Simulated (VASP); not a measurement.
Method: rev-vdW-DF2, VASP's PBE PAW potentials (set 64) (plane waves; VASP).

The input files of a VASP run:

File KPOINTS:
```
Automatic mesh
0
Gamma
7 7 4
0 0 0
```

INCAR:
```
# general
SYSTEM    =  ZnS
PREC      =  Accurate
ENCUT     =  520
LREAL     =  .FALSE.
LASPH     =  .TRUE.

# electronic loop
EDIFF     =  1E-7
NELM      =  100
ALGO      =  Normal
LMAXMIX   =  4

# smearing
ISMEAR    =  0
SIGMA     =  0.05

# functional
GGA       =  MK
LUSE_VDW  =  .TRUE.
AGGAC     =  0.0
PARAM1    =  0.1234568
PARAM2    =  0.7114
ZAB_VDW   =  -1.8867

# ions
IBRION    =  2
NSW       =  30
ISIF      =  4
EDIFFG    =  -0.01

# output
LWAVE     =  .FALSE.
LCHARG    =  .FALSE.
```

POSCAR:
```
ZnS
1.0
  1.8922661109  -3.2775010036   0.0000000000
  1.8922661109   3.2775010036   0.0000000000
  0.0000000000   0.0000000000   6.2056458720
Zn S
2 2
Cart
  1.8922661109  -1.0925025195   3.1042364586
  1.8922661109   1.0925025195   0.0014135226
  1.8922661109  -1.0925025195   5.4285266154
  1.8922661109   1.0925025195   2.3257036794
```

POTCAR, in this order: Zn S (PBE.64 set). Program: vasp_std.

Problem. What will the output report for the number of irreducible k-points (NKPTS), largest plane-wave count, number of space-group operations, FFT grid (NGX, NGY, NGZ)?

Solution. 
```json
{
  "number of irreducible k-points (NKPTS)": "24",
  "largest_plane_wave_count": "2088",
  "number_of_space_group_operations": "12",
  "FFT grid (NGX, NGY, NGZ)": "28 × 28 × 48"
}
```

The compound is ZnS in the wurtzite structure, the high-temperature form. This cell is one point of a volume scan, at 0.97 of the reference volume. Symmetry was kept, so distortions that lower it aren't found.
